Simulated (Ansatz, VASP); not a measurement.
# CuH5C4N2OF2 (CuH5C4N2OF2 (P2_1/c)) in two plane-wave programs

One calculation is typed for both programs; each brings its own data sets. How far apart do they land? The structure shown is the start of the Ansatz relaxation below; VASP solves that cell, so the two are compared at the walk's first step.

Method: plane waves, with VASP 6.6.1 beside it; single point at PBE with D4, in Ansatz 0.2.0.

### Step 1. The structure

The cell holds 120 atoms: 8 Cu, 40 H, 32 C, 16 N, 8 O and 16 F. Cell: a = 16.132 Å, b = 7.611 Å, c = 10.307 Å, α = 90.0°, β = 115.2°, γ = 90.0°. It derives from CuH5C4N2OF2 (P2_1/c), repeated 2×1×1. As first built, before any earlier steps moved the atoms (in the runner's words): CuH5C4N2OF2, space group P2_1/c, measured structure (Crystallography Open Database), 2 x 1 x 1 conventional cells; every coordinate displaced by a Gaussian of 0.02 A; bonds to H set to neutron lengths (C-H 1.089, N-H 1.015, O-H 0.983, B-H 1.19 A) where the measured ones are shorter.

### Step 2. Ansatz: relaxation, PBE with D4

Ansatz runs on its default PAW (the set named soft_2) files.

The two programs are compared at the cell with which this relaxation starts, whose forces are those of its first step.

File input.yaml:

```yaml
crystal:
  lattice:
    - [16.1322, 0.0, 0.0]
    - [0.0, 7.6108, 0.0]
    - [-4.38544, 0.0, 9.32727]
  atoms:
    - { symbol: Cu, position: [0.05763, 0.09685, 0.91987] }
    - { symbol: Cu, position: [0.44491, 0.60088, 0.58185] }
    - { symbol: Cu, position: [0.442, 0.90292, 0.08183] }
    - { symbol: Cu, position: [0.05579, 0.40393, 0.42001] }
    - { symbol: H, position: [0.13709, 0.14669, 0.24864] }
    - { symbol: H, position: [0.36349, 0.65159, 0.25125] }
    - { symbol: H, position: [0.36099, 0.85325, 0.75266] }
    - { symbol: H, position: [0.13886, 0.3489, 0.74941] }
    - { symbol: H, position: [0.29356, 0.13453, 0.45244] }
    - { symbol: H, position: [0.21025, 0.63061, 0.05027] }
    - { symbol: H, position: [0.21194, 0.86065, 0.5555] }
    - { symbol: H, position: [0.28913, 0.36656, 0.94476] }
    - { symbol: H, position: [0.42209, 0.05247, 0.39422] }
    - { symbol: H, position: [0.07762, 0.55853, 0.10609] }
    - { symbol: H, position: [0.07743, 0.94415, 0.60519] }
    - { symbol: H, position: [0.42064, 0.45112, 0.89529] }
    - { symbol: H, position: [0.44296, 0.00816, 0.67365] }
    - { symbol: H, position: [0.05468, 0.51037, 0.82351] }
    - { symbol: H, position: [0.05304, 0.98663, 0.32421] }
    - { symbol: H, position: [0.44633, 0.48426, 0.1783] }
    - { symbol: H, position: [0.46164, 0.21187, 0.65979] }
    - { symbol: H, position: [0.03396, 0.71267, 0.83048] }
    - { symbol: H, position: [0.03313, 0.78555, 0.33241] }
    - { symbol: H, position: [0.46568, 0.2851, 0.17141] }
    - { symbol: C, position: [0.19782, 0.11432, 0.22778] }
    - { symbol: C, position: [0.3033, 0.60798, 0.27365] }
    - { symbol: C, position: [0.30456, 0.88983, 0.76994] }
    - { symbol: C, position: [0.19677, 0.38439, 0.72865] }
    - { symbol: C, position: [0.28161, 0.1044, 0.33741] }
    - { symbol: C, position: [0.21902, 0.60511, 0.16195] }
    - { symbol: C, position: [0.2188, 0.89748, 0.6613] }
    - { symbol: C, position: [0.28041, 0.3984, 0.8395] }
    - { symbol: C, position: [0.35544, 0.0584, 0.31177] }
    - { symbol: C, position: [0.1456, 0.55581, 0.1895] }
    - { symbol: C, position: [0.14576, 0.94286, 0.69035] }
    - { symbol: C, position: [0.35565, 0.45073, 0.81135] }
    - { symbol: C, position: [0.25442, 0.02241, 0.07495] }
    - { symbol: C, position: [0.24269, 0.52159, 0.42723] }
    - { symbol: C, position: [0.24328, 0.97786, 0.92889] }
    - { symbol: C, position: [0.25828, 0.47825, 0.57768] }
    - { symbol: "N", position: [0.18143, 0.07341, 0.09356] }
    - { symbol: "N", position: [0.31896, 0.57063, 0.40843] }
    - { symbol: "N", position: [0.31716, 0.92674, 0.90675] }
    - { symbol: "N", position: [0.18375, 0.42894, 0.59682] }
    - { symbol: "N", position: [0.34339, 0.01448, 0.1777] }
    - { symbol: "N", position: [0.15813, 0.51043, 0.32164] }
    - { symbol: "N", position: [0.15717, 0.98509, 0.8246] }
    - { symbol: "N", position: [0.34178, 0.48624, 0.673] }
    - { symbol: O, position: [0.45543, 0.12246, 0.72799] }
    - { symbol: O, position: [0.04704, 0.62069, 0.77341] }
    - { symbol: O, position: [0.04638, 0.8767, 0.27337] }
    - { symbol: O, position: [0.45252, 0.37587, 0.22454] }
    - { symbol: F, position: [0.47745, 0.13642, 0.06443] }
    - { symbol: F, position: [0.01921, 0.64015, 0.43505] }
    - { symbol: F, position: [0.01906, 0.86541, 0.93554] }
    - { symbol: F, position: [0.48031, 0.36522, 0.56478] }
    - { symbol: F, position: [0.08561, 0.33788, 0.92088] }
    - { symbol: F, position: [0.41609, 0.84017, 0.58312] }
    - { symbol: F, position: [0.41647, 0.66531, 0.07879] }
    - { symbol: F, position: [0.08394, 0.16238, 0.41236] }
    - { symbol: Cu, position: [0.55343, 0.09841, 0.91931] }
    - { symbol: Cu, position: [0.94312, 0.59644, 0.58192] }
    - { symbol: Cu, position: [0.94386, 0.90207, 0.08533] }
    - { symbol: Cu, position: [0.55725, 0.40133, 0.42048] }
    - { symbol: H, position: [0.63386, 0.14976, 0.24448] }
    - { symbol: H, position: [0.86563, 0.6478, 0.25738] }
    - { symbol: H, position: [0.86198, 0.85462, 0.75185] }
    - { symbol: H, position: [0.63899, 0.35325, 0.75003] }
    - { symbol: H, position: [0.79185, 0.13366, 0.4482] }
    - { symbol: H, position: [0.70886, 0.63044, 0.05006] }
    - { symbol: H, position: [0.7095, 0.86848, 0.55413] }
    - { symbol: H, position: [0.79136, 0.36501, 0.94854] }
    - { symbol: H, position: [0.92239, 0.0567, 0.39468] }
    - { symbol: H, position: [0.57506, 0.55219, 0.09964] }
    - { symbol: H, position: [0.57846, 0.94737, 0.60207] }
    - { symbol: H, position: [0.92611, 0.45029, 0.89818] }
    - { symbol: H, position: [0.9436, 0.01341, 0.67582] }
    - { symbol: H, position: [0.55613, 0.50829, 0.82924] }
    - { symbol: H, position: [0.55499, 0.99244, 0.32502] }
    - { symbol: H, position: [0.94672, 0.4844, 0.1772] }
    - { symbol: H, position: [0.96224, 0.21358, 0.66309] }
    - { symbol: H, position: [0.53832, 0.71438, 0.8359] }
    - { symbol: H, position: [0.53532, 0.79097, 0.33422] }
    - { symbol: H, position: [0.96513, 0.29168, 0.16372] }
    - { symbol: C, position: [0.69555, 0.10793, 0.22853] }
    - { symbol: C, position: [0.80551, 0.61119, 0.27142] }
    - { symbol: C, position: [0.80286, 0.8894, 0.77203] }
    - { symbol: C, position: [0.69622, 0.38905, 0.72751] }
    - { symbol: C, position: [0.78101, 0.10092, 0.33756] }
    - { symbol: C, position: [0.71854, 0.60553, 0.16121] }
    - { symbol: C, position: [0.71794, 0.902, 0.66003] }
    - { symbol: C, position: [0.78028, 0.39653, 0.84225] }
    - { symbol: C, position: [0.8563, 0.05714, 0.31147] }
    - { symbol: C, position: [0.64621, 0.55706, 0.19287] }
    - { symbol: C, position: [0.64469, 0.94806, 0.6878] }
    - { symbol: C, position: [0.85271, 0.44588, 0.80886] }
    - { symbol: C, position: [0.75802, 0.02562, 0.07474] }
    - { symbol: C, position: [0.7451, 0.52041, 0.42712] }
    - { symbol: C, position: [0.74161, 0.9818, 0.92314] }
    - { symbol: C, position: [0.75742, 0.47415, 0.57525] }
    - { symbol: "N", position: [0.68135, 0.06636, 0.09165] }
    - { symbol: "N", position: [0.81523, 0.57086, 0.40483] }
    - { symbol: "N", position: [0.81756, 0.92806, 0.90804] }
    - { symbol: "N", position: [0.68296, 0.4333, 0.59601] }
    - { symbol: "N", position: [0.84128, 0.01253, 0.1732] }
    - { symbol: "N", position: [0.65786, 0.51145, 0.32527] }
    - { symbol: "N", position: [0.65743, 0.98767, 0.82289] }
    - { symbol: "N", position: [0.84151, 0.48122, 0.67523] }
    - { symbol: O, position: [0.95176, 0.12078, 0.72289] }
    - { symbol: O, position: [0.54566, 0.62516, 0.77233] }
    - { symbol: O, position: [0.54782, 0.87603, 0.27311] }
    - { symbol: O, position: [0.95459, 0.37511, 0.22141] }
    - { symbol: F, position: [0.97862, 0.13925, 0.06405] }
    - { symbol: F, position: [0.52038, 0.63941, 0.43564] }
    - { symbol: F, position: [0.52007, 0.85955, 0.93828] }
    - { symbol: F, position: [0.98162, 0.36156, 0.566] }
    - { symbol: F, position: [0.58217, 0.33917, 0.91437] }
    - { symbol: F, position: [0.91533, 0.83729, 0.58352] }
    - { symbol: F, position: [0.91476, 0.66291, 0.08005] }
    - { symbol: F, position: [0.58272, 0.16279, 0.41648] }
kpoints:
  mp_grid: { grid: [1, 2, 2] }
hamiltonian:
  xc: pbe
  dispersion: d4
scf:
  occupations: { method: fermi_dirac, width: 0.025 }
output:
  forces: true
relax:
  f_tol: 0.05
  max_steps: 150
  cell: {}
```

Command:

```console
ansatz run input.yaml --threads 4 --pin off --max-ram 8192MiB --backend cpu --events-out ev --progress --plain --runs-dir out
```

Numbers of over 12 decimals in the logs are rounded to 6 here.

Output:

```text
Engine: ansatz 0.2.0, aarch64-unknown-linux-gnu
Pseudopotentials: kind: paw
Pseudopotential: Cu, paw, valence charge 19, recommended cutoff 420 eV (normal), Cu.paw.azcp
Pseudopotential: H, paw, valence charge 1, recommended cutoff 420 eV (normal), H.paw.azcp
Pseudopotential: C, paw, valence charge 4, recommended cutoff 420 eV (normal), C.paw.azcp
Pseudopotential: N, paw, valence charge 5, recommended cutoff 420 eV (normal), N.paw.azcp
Pseudopotential: O, paw, valence charge 6, recommended cutoff 420 eV (normal), O.paw.azcp
Pseudopotential: F, paw, valence charge 7, recommended cutoff 420 eV (normal), F.paw.azcp
Functional definition: PBE
  parameter kappa = 0.804
  parameter beta = 0.066725
  exchange = pbe_x(kappa = kappa, mu = beta*pi^2/3)
  correlation = pbe_c(beta = beta)
Crystal: 120 atoms, lattice volume = 1145.192 Å³
Basis set: ecut = 420 eV, 22385 PW (Γ), exchange–correlation on 216×108×144 points (8 copies of the dense FFT grid, shifted against one another)
Bands: 400, of which v1, the nominal top of the filled ones, is band 280 counted from 1 (279 counted from 0)
Symmetry: 1 space group operations
Space group: P1 (ITA 1), of the structure as read, at distance tolerance 1.0e-4 Å
k-points: 4
Non-local potential: Cu, projectors of the file, l = 0: 3, l = 1: 2, l = 2: 3, l = 3: 1
Non-local potential: H, projectors of the file, l = 0: 2, l = 1: 1
Non-local potential: C, projectors of the file, l = 0: 2, l = 1: 2, l = 2: 1
Non-local potential: N, projectors of the file, l = 0: 2, l = 1: 2, l = 2: 1
Non-local potential: O, projectors of the file, l = 0: 2, l = 1: 2, l = 2: 1
Non-local potential: F, projectors of the file, l = 0: 2, l = 1: 2, l = 2: 1
PAW form: soft (Blöchl's): semilocal exchange-correlation on the pseudo side does not see the compensation charge
PAW one-centre angular grid: Cu, 590 points (default); XC on 64 Gauss nodes
PAW one-centre angular grid: H, 110 points (default); XC on 64 Gauss nodes
PAW one-centre angular grid: C, 110 points (default); XC on 64 Gauss nodes
PAW one-centre angular grid: N, 110 points (default); XC on 64 Gauss nodes
PAW one-centre angular grid: O, 110 points (default); XC on 64 Gauss nodes
PAW one-centre angular grid: F, 110 points (default); XC on 64 Gauss nodes
Initial density: superposition of atomic densities (neutral atoms: chi_scale 0, normalization atom), corrected by the library's trained network
Initial wavefunctions: pseudopotential atomic-orbital guess
Functional: x = pbe(κ = 0.804, μ = 0.219515), c = pbe(β = 0.066725)
SCF iter   1: F=—  HF=-85285.157531 eV  |F-HF|=—  |Δ(HF+E_count)|=         —  Δρ=1.40e-2  dr2=2.54e0  ethr=1.77e-3  ⟨swp⟩=5.0  Hψ=6015  notcnv=0  defer=409
preconditioner: auto → LDOS  [metal: Δε(μ)=0.006 eV  Ē_g=15.486 eV  σ=0.025 eV  W_gap=0.06  n_scr=266 (ndim 8)  ℏωp=24.4 eV  f_vac=0.163  D(μ)=57.87/eV (n_scr^D=540)  β→1.0]
SCF iter   2: F=—  HF=-85284.930667 eV  |F-HF|=—  |Δ(HF+E_count)|=   2.27e-1  Δρ=1.30e-2  dr2=1.74e0  ethr=4.54e-4  ⟨swp⟩=2.0  Hψ=1860  notcnv=0  defer=444
SCF iter   3: F=—  HF=-85284.935369 eV  |F-HF|=—  |Δ(HF+E_count)|=   4.70e-3  Δρ=7.68e-3  dr2=5.50e-1  ethr=3.11e-4  ⟨swp⟩=2.0  Hψ=1176  notcnv=0  defer=444
SCF iter   4: F=—  HF=-85284.897538 eV  |F-HF|=—  |Δ(HF+E_count)|=   3.78e-2  Δρ=5.62e-3  dr2=3.52e-1  ethr=9.82e-5  ⟨swp⟩=2.0  Hψ=1174  notcnv=0  defer=444
SCF iter   5: F=—  HF=-85284.877415 eV  |F-HF|=—  |Δ(HF+E_count)|=   2.01e-2  Δρ=4.63e-3  dr2=2.11e-1  ethr=6.28e-5  ⟨swp⟩=1.0  Hψ=1156  notcnv=0  defer=444
SCF iter   6: F=—  HF=-85284.863054 eV  |F-HF|=—  |Δ(HF+E_count)|=   1.44e-2  Δρ=3.71e-3  dr2=1.26e-1  ethr=3.77e-5  ⟨swp⟩=1.5  Hψ=1673  notcnv=0  defer=444
SCF iter   7: F=—  HF=-85284.855608 eV  |F-HF|=—  |Δ(HF+E_count)|=   7.45e-3  Δρ=2.58e-3  dr2=5.97e-2  ethr=2.26e-5  ⟨swp⟩=2.0  Hψ=1526  notcnv=0  defer=444
SCF iter   8: F=—  HF=-85284.854999 eV  |F-HF|=—  |Δ(HF+E_count)|=   6.09e-4  Δρ=2.04e-3  dr2=3.45e-2  ethr=1.07e-5  ⟨swp⟩=1.2  Hψ=1215  notcnv=0  defer=444
SCF iter   9: F=—  HF=-85284.852851 eV  |F-HF|=—  |Δ(HF+E_count)|=   2.15e-3  Δρ=1.34e-3  dr2=1.79e-2  ethr=6.16e-6  ⟨swp⟩=1.5  Hψ=1229  notcnv=0  defer=444
SCF iter  10: F=—  HF=-85284.852344 eV  |F-HF|=—  |Δ(HF+E_count)|=   5.07e-4  Δρ=1.04e-3  dr2=1.01e-2  ethr=3.19e-6  ⟨swp⟩=1.2  Hψ=1157  notcnv=0  defer=444
SCF iter  11: F=—  HF=-85284.851710 eV  |F-HF|=—  |Δ(HF+E_count)|=   6.34e-4  Δρ=7.05e-4  dr2=5.06e-3  ethr=1.81e-6  ⟨swp⟩=2.0  Hψ=1609  notcnv=0  defer=444
SCF iter  12: F=—  HF=-85284.851370 eV  |F-HF|=—  |Δ(HF+E_count)|=   3.40e-4  Δρ=4.85e-4  dr2=2.01e-3  ethr=9.04e-7  ⟨swp⟩=2.0  Hψ=1442  notcnv=0  defer=444
SCF iter  13: F=—  HF=-85284.851084 eV  |F-HF|=—  |Δ(HF+E_count)|=   2.85e-4  Δρ=3.13e-4  dr2=1.01e-3  ethr=3.58e-7  ⟨swp⟩=2.0  Hψ=1949  notcnv=0  defer=444
[...]
- { symbol: H, position: [0.077561, 0.560225, 0.103852] }
    - { symbol: H, position: [0.077693, 0.939239, 0.603938] }
    - { symbol: H, position: [0.422280, 0.440843, 0.896213] }
    - { symbol: H, position: [0.440349, 0.012285, 0.672086] }
    - { symbol: H, position: [0.059585, 0.511018, 0.827983] }
    - { symbol: H, position: [0.059547, 0.988465, 0.328140] }
    - { symbol: H, position: [0.440372, 0.489141, 0.172171] }
    - { symbol: H, position: [0.465627, 0.220072, 0.667925] }
    - { symbol: H, position: [0.034204, 0.718759, 0.832037] }
    - { symbol: H, position: [0.034152, 0.780670, 0.332347] }
    - { symbol: H, position: [0.465697, 0.281362, 0.168016] }
    - { symbol: C, position: [0.190887, 0.109770, 0.218951] }
    - { symbol: C, position: [0.308931, 0.610383, 0.281025] }
    - { symbol: C, position: [0.309169, 0.890868, 0.781011] }
    - { symbol: C, position: [0.190927, 0.390348, 0.719071] }
    - { symbol: C, position: [0.277344, 0.106187, 0.335932] }
    - { symbol: C, position: [0.222522, 0.605902, 0.163954] }
    - { symbol: C, position: [0.222735, 0.894788, 0.663970] }
    - { symbol: C, position: [0.277340, 0.394922, 0.836137] }
    - { symbol: C, position: [0.352188, 0.062279, 0.310710] }
    - { symbol: C, position: [0.147737, 0.561456, 0.189163] }
    - { symbol: C, position: [0.147880, 0.938508, 0.689208] }
    - { symbol: C, position: [0.352103, 0.439510, 0.810924] }
    - { symbol: C, position: [0.255590, 0.023833, 0.072471] }
    - { symbol: C, position: [0.244311, 0.524162, 0.427560] }
    - { symbol: C, position: [0.244439, 0.976345, 0.927538] }
    - { symbol: C, position: [0.255501, 0.476769, 0.572541] }
    - { symbol: N, position: [0.180160, 0.069268, 0.086979] }
    - { symbol: N, position: [0.319671, 0.570240, 0.413068] }
    - { symbol: N, position: [0.319883, 0.930959, 0.913037] }
    - { symbol: N, position: [0.180147, 0.430608, 0.587027] }
    - { symbol: N, position: [0.340497, 0.018801, 0.179334] }
    - { symbol: N, position: [0.159448, 0.518341, 0.320631] }
    - { symbol: N, position: [0.159547, 0.981560, 0.820652] }
    - { symbol: N, position: [0.340361, 0.482707, 0.679469] }
    - { symbol: O, position: [0.453681, 0.127295, 0.728043] }
    - { symbol: O, position: [0.046240, 0.626036, 0.772004] }
    - { symbol: O, position: [0.046164, 0.873363, 0.272254] }
    - { symbol: O, position: [0.453655, 0.374063, 0.228070] }
    - { symbol: F, position: [0.479779, 0.146938, 0.069787] }
    - { symbol: F, position: [0.020102, 0.646100, 0.430522] }
    - { symbol: F, position: [0.020272, 0.853236, 0.930377] }
    - { symbol: F, position: [0.479480, 0.354462, 0.569550] }
    - { symbol: F, position: [0.089638, 0.348646, 0.919044] }
    - { symbol: F, position: [0.410232, 0.850016, 0.580883] }
    - { symbol: F, position: [0.410315, 0.651505, 0.081104] }
    - { symbol: F, position: [0.089792, 0.150763, 0.419103] }
    - { symbol: Cu, position: [0.560350, 0.098774, 0.914480] }
    - { symbol: Cu, position: [0.939590, 0.597198, 0.585569] }
    - { symbol: Cu, position: [0.939595, 0.901889, 0.085836] }
    - { symbol: Cu, position: [0.560196, 0.402585, 0.414577] }
    - { symbol: H, position: [0.628613, 0.146439, 0.227931] }
    - { symbol: H, position: [0.871266, 0.645031, 0.272087] }
    - { symbol: H, position: [0.871242, 0.853680, 0.772710] }
    - { symbol: H, position: [0.628517, 0.355293, 0.727900] }
    - { symbol: H, position: [0.785876, 0.134780, 0.443689] }
    - { symbol: H, position: [0.713878, 0.634766, 0.056587] }
    - { symbol: H, position: [0.713934, 0.864581, 0.557111] }
    - { symbol: H, position: [0.785946, 0.364994, 0.943342] }
    - { symbol: H, position: [0.922132, 0.059536, 0.396665] }
    - { symbol: H, position: [0.577597, 0.560554, 0.103876] }
    - { symbol: H, position: [0.577731, 0.940649, 0.604132] }
    - { symbol: H, position: [0.922282, 0.438655, 0.895991] }
    - { symbol: H, position: [0.940307, 0.010778, 0.672284] }
    - { symbol: H, position: [0.559468, 0.512359, 0.827705] }
    - { symbol: H, position: [0.559594, 0.989024, 0.328010] }
    - { symbol: H, position: [0.940406, 0.488217, 0.172231] }
    - { symbol: H, position: [0.965716, 0.218528, 0.667998] }
    - { symbol: H, position: [0.534274, 0.720155, 0.831848] }
    - { symbol: H, position: [0.534182, 0.781289, 0.332083] }
    - { symbol: H, position: [0.965754, 0.280454, 0.168202] }
    - { symbol: C, position: [0.690833, 0.110476, 0.219150] }
    - { symbol: C, position: [0.809039, 0.609410, 0.280971] }
    - { symbol: C, position: [0.809055, 0.889914, 0.781494] }
    - { symbol: C, position: [0.690765, 0.390670, 0.718990] }
    - { symbol: C, position: [0.777192, 0.105663, 0.336326] }
    - { symbol: C, position: [0.722611, 0.605412, 0.163943] }
    - { symbol: C, position: [0.722662, 0.894357, 0.664393] }
    - { symbol: C, position: [0.777223, 0.394400, 0.836000] }
    - { symbol: C, position: [0.852004, 0.061100, 0.311237] }
    - { symbol: C, position: [0.647775, 0.561432, 0.189158] }
    - { symbol: C, position: [0.647889, 0.939267, 0.689489] }
    - { symbol: C, position: [0.852080, 0.438075, 0.810744] }
    - { symbol: C, position: [0.755563, 0.024298, 0.072761] }
    - { symbol: C, position: [0.744345, 0.523567, 0.427487] }
    - { symbol: C, position: [0.744441, 0.976837, 0.927837] }
    - { symbol: C, position: [0.755494, 0.476166, 0.572445] }
    - { symbol: N, position: [0.680165, 0.070466, 0.087125] }
    - { symbol: N, position: [0.819768, 0.569090, 0.412982] }
    - { symbol: N, position: [0.819797, 0.930468, 0.913454] }
    - { symbol: N, position: [0.680051, 0.430837, 0.586969] }
    - { symbol: N, position: [0.840375, 0.018119, 0.179796] }
    - { symbol: N, position: [0.659457, 0.518246, 0.320585] }
    - { symbol: N, position: [0.659596, 0.982774, 0.820870] }
    - { symbol: N, position: [0.840402, 0.481189, 0.679297] }
    - { symbol: O, position: [0.953687, 0.125897, 0.728121] }
    - { symbol: O, position: [0.546212, 0.627382, 0.771737] }
    - { symbol: O, position: [0.546274, 0.873980, 0.272060] }
    - { symbol: O, position: [0.953705, 0.373210, 0.228212] }
    - { symbol: F, position: [0.979701, 0.145994, 0.069976] }
    - { symbol: F, position: [0.520151, 0.646879, 0.430337] }
    - { symbol: F, position: [0.520409, 0.854417, 0.930394] }
    - { symbol: F, position: [0.979750, 0.353033, 0.569710] }
    - { symbol: F, position: [0.589502, 0.350150, 0.918965] }
    - { symbol: F, position: [0.910080, 0.848388, 0.581262] }
    - { symbol: F, position: [0.910396, 0.650608, 0.081126] }
    - { symbol: F, position: [0.589524, 0.151269, 0.419096] }
```

(Part 1 of 2 ends here.)

[Lines on the potential files, build, host, timing and source positions are cut from VASP's logs without a mark.]

[Logs are printed without paths, hosts, clocks, repeated set-up lines and the standing remarks that a program may print on its own settings, such as how far it seeks lower states.]

[Hosts, paths, dates, database ids (printed as entryN), source tags and the programs' standing remarks are cut or masked in the printed files.]
